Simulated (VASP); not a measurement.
**Sc: how cutoff and mesh change the relaxed cell**

Aim: test the relaxed volume of Sc against cutoff and mesh. The starting structure is a measured crystal structure from the Crystallography Open Database.

Program: VASP 6.6.1. Level of theory: Kohn-Sham DFT with plane waves and PAW; PBEsol. Results are calculated unless marked as measured.

### 1. The starting structure

The structure is hexagonal, space group P6_3/mmc (No. 194). Conventional cell: a = 3.309 Å, b = 3.309 Å, c = 5.273 Å, α = 90.00°, β = 90.00°, γ = 120.00°. Nearest to Sc lie 12 Sc at 3.26 to 3.31 Å.

As a file:

```xyz
2
Lattice="3.3090 0.0000 0.0000 -1.6545 2.8657 0.0000 0.0000 0.0000 5.2733" Properties=species:S:1:pos:R:3 pbc="T T T"
Sc    1.6545    0.9552    3.9550
Sc    0.0000    1.9105    1.3183
```

### 2. Reference relaxation

This run starts from the cell of an earlier relaxation, which isn't shown; the restart sets up the plane waves anew.

Input file INCAR:

```
SYSTEM = Sc
PREC = Accurate
ENCUT = 450
EDIFF = 1E-06
NELM = 100
ISMEAR = 1
SIGMA = 0.1
LREAL = .FALSE.
ALGO = Normal
GGA = PS
NBANDS = 17
LORBIT = 11
LWAVE = .FALSE.
LCHARG = .FALSE.
KPAR = 2
IBRION = 2
NSW = 50
ISIF = 3
EDIFFG = -0.01
```

Input file POSCAR:

```
Sc
1.0
    3.2812122029      0.0000000000      0.0000000000
   -1.6406061015      2.8416131229      0.0000000000
    0.0000000000      0.0000000000      5.0608796813
Sc
2
Direct
    0.6666666667      0.3333333333      0.7500000000
    0.3333333333      0.6666666667      0.2500000000
```

Input file KPOINTS:

```
Automatic mesh
0
Gamma
10 10 6
0 0 0
```

Potentials, in the order of the species: Sc_sv (PBE family, release 64).

Run with:

```
> mpirun -np 2 vasp_std
```

What it wrote:

```text
[banner, memory and clock lines left out]
running    2 mpi-ranks, on    1 nodes
 distrk:  each k-point on    1 cores,    2 groups
 distr:  one band on    1 cores,    1 groups

 POSCAR found type information on POSCAR Sc
 POSCAR found :  1 types and       2 ions
|                                                                             |
|               ----> ADVICE to this user running VASP <----                  |
|                                                                             |
|     You enforced a specific xc type in the INCAR file but a different       |
|     [... a line on the potential file left out ...]
|     I HOPE YOU KNOW WHAT YOU ARE DOING!                                     |
|                                                                             |

 LDA part: xc-table for (Slater+PW92), standard interpolation
 POSCAR, INCAR and KPOINTS ok, starting setup
 FFT: planning ... GRIDC
 FFT: planning ... GRID_SOFT
 FFT: planning ... GRID
 WAVECAR not read
 entering main loop
       N       E                     dE             d eps       ncg     rms          rms(c)
DAV:   1     0.342566265805E+03    0.34257E+03   -0.10377E+04  1904   0.124E+03
DAV:   2     0.413285297349E+01   -0.33843E+03   -0.33282E+03  2392   0.567E+02
DAV:   3    -0.144176864986E+02   -0.18551E+02   -0.17993E+02  3150   0.155E+02
DAV:   4    -0.146849783256E+02   -0.26729E+00   -0.26680E+00  2765   0.179E+01
DAV:   5    -0.146890035339E+02   -0.40252E-02   -0.40237E-02  3239   0.217E+00    0.826E+00
DAV:   6    -0.133945097097E+02    0.12945E+01   -0.29223E+00  2452   0.200E+01    0.246E+00
DAV:   7    -0.132233678951E+02    0.17114E+00   -0.73323E-01  2519   0.910E+00    0.827E-01
DAV:   8    -0.132118845952E+02    0.11483E-01   -0.27220E-02  2605   0.221E+00    0.241E-01
DAV:   9    -0.132105373032E+02    0.13473E-02   -0.68188E-03  2690   0.903E-01    0.167E-02
DAV:  10    -0.132105531246E+02   -0.15821E-04   -0.83373E-05  2976   0.127E-01    0.787E-03
DAV:  11    -0.132105501442E+02    0.29804E-05   -0.22590E-06  2136   0.181E-02    0.196E-03
DAV:  12    -0.132105515223E+02   -0.13781E-05   -0.40462E-07  1578   0.109E-02    0.756E-04
DAV:  13    -0.132105515151E+02    0.72209E-08   -0.98908E-08  1423   0.582E-03
   1 F= -.13210552E+02 E0= -.13210817E+02  d E =-.132106E+02
 curvature:   0.00 expect dE= 0.000E+00 dE for cont linesearch  0.000E+00
 trial: gam= 0.00000 g(F)=  0.424E-47 g(S)=  0.603E-05 ort = 0.000E+00 (trialstep = 0.100E+01)
 search vector abs. value=  0.603E-05
 reached required accuracy - stopping structural energy minimisation
```

Run time: 14 s. Hardware: 2 MPI ranks of Intel Xeon 6975P-C (Granite Rapids), shared host; peak memory 0.31 GiB; 26 s of CPU time.

Lines that name or quote the potential files are left out of all logs, and their timing lines are given in words.

OUTCAR, selected parts (step 2):

```text
ion  position               nearest neighbor table
   1  0.667  0.333  0.750-   2 3.16   2 3.16   2 3.16   2 3.16   2 3.16   2 3.16
   2  0.333  0.667  0.250-   1 3.16   1 3.16   1 3.16   1 3.16   1 3.16   1 3.16

  LATTYP: Found a hexagonal cell.
 ALAT       =     3.2812122029
 C/A-ratio  =     1.5423810983

 Subroutine GETGRP returns: Found 24 space group operations
 (whereof 12 operations were pure point group operations)

The static configuration has the point symmetry D_3d.
 The point group associated with its full space group is D_6h.

 Found     56 irreducible k-points:

   k-points           NKPTS =     56   k-points in BZ     NKDIM =     56   number of bands    NBANDS=     17

   dimension x,y,z NGX =    24 NGY =   24 NGZ =   36
   dimension x,y,z NGXF=    48 NGYF=   48 NGZF=   72

   ENCUT  =  450.0 eV  33.07 Ry    5.75 a.u.   5.68  5.68  8.75*2*pi/ulx,y,z

   NELECT =      22.0000    total number of electrons

 k-points in reciprocal lattice and weights: Automatic mesh
   0.00000000  0.00000000  0.00000000       0.002
   0.10000000 -0.00000000  0.00000000       0.010
   0.20000000 -0.00000000  0.00000000       0.010
   0.30000000 -0.00000000  0.00000000       0.010
   0.40000000 -0.00000000  0.00000000       0.010
   0.50000000  0.00000000  0.00000000       0.005
   0.10000000  0.10000000  0.00000000       0.010
   0.20000000  0.10000000  0.00000000       0.020
   0.30000000  0.10000000  0.00000000       0.020
[...]
0.40000000  0.20000000  0.50000000       0.010
   0.30000000  0.30000000  0.50000000       0.010

 average (electrostatic) potential at core
       1 -46.6981       2 -46.6981

 E-fermi :   3.8192

 k-point     1 :       0.0000    0.0000    0.0000
  band No.  band energies     occupation
    ...
      6     -23.7400      2.00000
      7     -23.7400      2.00000
      8     -23.7063      2.00000
      9      -1.3847      2.00000
     10       2.1403      2.00000
     11       4.6297     -0.00000
     12       5.4619     -0.00000
     13       5.4619     -0.00000
     14       5.8032     -0.00000
     15       5.9576      0.00000
    ...

 k-point     2 :       0.1000   -0.0000    0.0000
  band No.  band energies     occupation
    ...
      6     -23.7696      2.00000
      7     -23.7433      2.00000
      8     -23.7139      2.00000
      9      -1.1603      2.00000
     10       2.3225      2.00000
     11       4.4077     -0.00000
     12       5.1035     -0.00000
     13       5.6278     -0.00000
     14       5.8140     -0.00000
     15       6.0328      0.00000
    ...

 k-point     3 :       0.2000   -0.0000    0.0000
  band No.  band energies     occupation
    ...
      6     -23.8451      2.00000
      7     -23.7530      2.00000
      8     -23.7365      2.00000
      9      -0.5205      2.00000
     10       2.7718      2.00000
     11       3.9453     -0.07053
     12       4.5244     -0.00000
     13       5.5203     -0.00000
     14       5.7506     -0.00000
     15       5.7574     -0.00000
    ...

  Total       -0.0079483     -0.0079483     -0.0111165      0.0000000      0.0000000      0.0000000
  in kB       -0.2698742     -0.2698742     -0.3774444      0.0000000      0.0000000      0.0000000
  external PRESSURE =      -0.3057309 kB  Pullay stress =       0.0000000 kB

  energy-cutoff  :      450.00
  volume of cell :       47.19
      direct lattice vectors                 reciprocal lattice vectors
     3.281212203  0.000000000  0.000000000     0.304765415  0.175956395  0.000000000
    -1.640606101  2.841613123  0.000000000     0.000000000  0.351912789  0.000000000
     0.000000000  0.000000000  5.060879681     0.000000000  0.000000000  0.197594107

 POSITION                                       TOTAL-FORCE (eV/Angst)
 -----------------------------------------------------------------------------------
      1.64061      0.94720      3.79566        -0.000000     -0.000000      0.000000
     -0.00000      1.89441      1.26522         0.000000      0.000000      0.000000
 -----------------------------------------------------------------------------------
    total drift:                               -0.000000      0.000000     -0.000000

  FREE ENERGIE OF THE ION-ELECTRON SYSTEM (eV)
  ---------------------------------------------------
  free  energy   TOTEN  =       -13.2105515151 eV

  energy  without entropy=      -13.2113470727  energy(sigma->0) =      -13.21081670

 reached required accuracy - stopping structural energy minimisation

 total charge
# of ion       s       p       d       tot
------------------------------------------
    1        2.285   6.108   1.037   9.430
    2        2.285   6.108   1.037   9.430
--------------------------------------------------
tot          4.570  12.216   2.074  18.860

[... 3 further parts left out ...]
```

The run shows no gap at this level; if that holds and bands cross the Fermi level widely, this k-mesh is coarse for it. The PAW data sets were made with PBE, which is usual practice but a small mismatch for other functionals. The run keeps the 24 symmetry operations of its start, so it cannot find a distortion of lower symmetry.

The reference relaxation ends at 23.594 Å³ an atom.

### 3. Relaxation with a cutoff of 220 eV

Against step 2 the input has ENCUT = 220. This run starts from the cell of an earlier relaxation, which isn't shown; the restart sets up the plane waves anew.

Edit INCAR of step 2 so:

```diff
@@ -2,3 +2,3 @@
 PREC = Accurate
-ENCUT = 450
+ENCUT = 220
 EDIFF = 1E-06
```

Input file POSCAR:

```
Sc
1.0
    3.2497133367      0.0000000000      0.0000000000
   -1.6248566684      2.8143343046      0.0000000000
    0.0000000000      0.0000000000      5.0379569377
Sc
2
Direct
    0.6666666667      0.3333333333      0.7500000000
    0.3333333333      0.6666666667      0.2500000000
```

KPOINTS is that of step 2.

Run with:

```
> mpirun -np 2 vasp_std
```

What it wrote:

```text
[banner, memory and clock lines left out]
running    2 mpi-ranks, on    1 nodes
[...]
[... a notice as in an earlier step ...]

 LDA part: xc-table for (Slater+PW92), standard interpolation
 POSCAR, INCAR and KPOINTS ok, starting setup
[...]
entering main loop
       N       E                     dE             d eps       ncg     rms          rms(c)
DAV:   1     0.164097148059E+03    0.16410E+03   -0.87002E+03  2168   0.735E+02
DAV:   2    -0.904004019499E+01   -0.17314E+03   -0.17178E+03  2185   0.405E+02
DAV:   3    -0.145552110214E+02   -0.55152E+01   -0.52569E+01  2953   0.634E+01
DAV:   4    -0.146192793558E+02   -0.64068E-01   -0.63642E-01  2550   0.800E+00
[...]
DAV:  11    -0.131773025781E+02    0.11206E-04   -0.12548E-06  1966   0.981E-03    0.109E-03
DAV:  12    -0.131773039527E+02   -0.13746E-05   -0.11223E-07  1497   0.461E-03    0.393E-04
DAV:  13    -0.131773038367E+02    0.11599E-06   -0.21550E-08  1313   0.213E-03
   1 F= -.13177304E+02 E0= -.13177573E+02  d E =-.131773E+02
[... from here on, the cycles between the ionic steps are left out ...]
   2 F= -.13178900E+02 E0= -.13179355E+02  d E =-.159654E-02
   3 F= -.13182277E+02 E0= -.13182650E+02  d E =-.497344E-02
   4 F= -.13182276E+02 E0= -.13182650E+02  d E =-.497218E-02
   5 F= -.13182360E+02 E0= -.13182765E+02  d E =-.837759E-04
 trial-energy change:   -0.000084  1 .order   -0.000085   -0.000157   -0.000014
 step:   0.9994(harm=  0.9994)  dis= 0.00000  next Energy=   -13.182362 (dE=-0.859E-04)
 reached required accuracy - stopping structural energy minimisation
```

Wall time 12 s (2 MPI ranks); peak memory 0.24 GiB; 21 s of CPU time.

OUTCAR, selected parts (step 3):

```text
  Total        0.0139617      0.0139617      0.0063675     -0.0000000      0.0000000     -0.0000000
  in kB        0.4952223      0.4952223      0.2258540     -0.0000000      0.0000000     -0.0000000
  external PRESSURE =       0.4054329 kB  Pullay stress =       0.0000000 kB

 POSITION                                       TOTAL-FORCE (eV/Angst)
 -----------------------------------------------------------------------------------
      1.61659      0.93334      3.74211         0.000000      0.000000      0.000000
     -0.00000      1.86668      1.24737        -0.000000     -0.000000      0.000000
 -----------------------------------------------------------------------------------
    total drift:                                0.000000     -0.000000      0.000000

  FREE ENERGIE OF THE ION-ELECTRON SYSTEM (eV)
  ---------------------------------------------------
  free  energy   TOTEN  =       -13.1823597900 eV

  energy  without entropy=      -13.1835746267  energy(sigma->0) =      -13.18276474

[... 2 parts as in an earlier step ...]

[... 2 further parts left out ...]
[key lines of the parts left out:]
E-fermi :   4.0874
```

With a cutoff of 220 eV the cell ends at 22.585 Å³ an atom, -4.28 % from the reference, and since the restart alone still moved it by -2.0 % it may not have settled.

### 4. Relaxation with a 5×5×3 mesh

Against step 2 the input has a 5×5×3 mesh. This run starts from the cell of an earlier relaxation, which isn't shown; the restart sets up the plane waves anew.

Edit INCAR of step 3 so:

```diff
@@ -2,3 +2,3 @@
 PREC = Accurate
-ENCUT = 220
+ENCUT = 450
 EDIFF = 1E-06
```

Input file POSCAR:

```
Sc
1.0
    3.3017798610      0.0000000000      0.0000000000
   -1.6508899305      2.8594252373      0.0000000000
    0.0000000000      0.0000000000      5.0252912888
Sc
2
Direct
    0.6666666667      0.3333333333      0.7500000000
    0.3333333333      0.6666666667      0.2500000000
```

Input file KPOINTS:

```
Automatic mesh
0
Gamma
5 5 3
0 0 0
```

Run with:

```
> mpirun -np 2 vasp_std
```

What it wrote:

```text
[... set-up lines as in an earlier step ...]
 entering main loop
       N       E                     dE             d eps       ncg     rms          rms(c)
DAV:   1     0.341377467344E+03    0.34138E+03   -0.10654E+04   340   0.125E+03
DAV:   2     0.378657560891E+01   -0.33759E+03   -0.33170E+03   444   0.567E+02
DAV:   3    -0.143899627548E+02   -0.18177E+02   -0.17526E+02   535   0.157E+02
DAV:   4    -0.146450618843E+02   -0.25510E+00   -0.25449E+00   478   0.187E+01
[...]
DAV:  11    -0.131676455359E+02    0.41331E-05   -0.10149E-05   487   0.422E-02    0.241E-03
DAV:  12    -0.131676476949E+02   -0.21590E-05   -0.33078E-07   269   0.781E-03    0.960E-04
DAV:  13    -0.131676474281E+02    0.26678E-06   -0.63870E-08   253   0.586E-03
   1 F= -.13167647E+02 E0= -.13166642E+02  d E =-.131676E+02
[...]
reached required accuracy - stopping structural energy minimisation
```

It took 4.6 s on 2 MPI ranks; peak memory 0.27 GiB.

Parts of OUTCAR (step 4):

```text
  Total       -0.0052498     -0.0052498     -0.0003533      0.0000000     -0.0000000      0.0000000
  in kB       -0.1772828     -0.1772828     -0.0119302      0.0000000     -0.0000000      0.0000000
  external PRESSURE =      -0.1221653 kB  Pullay stress =       0.0000000 kB

 POSITION                                       TOTAL-FORCE (eV/Angst)
 -----------------------------------------------------------------------------------
      1.65089      0.95314      3.76897         0.000000     -0.000000      0.000000
     -0.00000      1.90628      1.25632        -0.000000      0.000000      0.000000
 -----------------------------------------------------------------------------------
    total drift:                               -0.000000      0.000000     -0.000000

  FREE ENERGIE OF THE ION-ELECTRON SYSTEM (eV)
  ---------------------------------------------------
  free  energy   TOTEN  =       -13.1676474281 eV

  energy  without entropy=      -13.1646318118  energy(sigma->0) =      -13.16664222

[... 1 part as in an earlier step ...]

[... 3 further parts left out ...]
[key lines of the parts left out:]
E-fermi :   3.7356
```

With a 5×5×3 mesh the cell ends at 23.722 Å³ an atom, +0.55 % from the reference, a by +0.6 % and c by -0.7 %.

(Continued in part 2 of 2.)

[Lines on the potential files, build, host, timing and source positions are cut from VASP's logs without a mark.]

[Logs are printed without paths, hosts, clocks, repeated set-up lines and the standing remarks that a program may print on its own settings, such as how far it seeks lower states.]

[Hosts, paths, dates, database ids (printed as entryN), source tags and the programs' standing remarks are cut or masked in the printed files.]
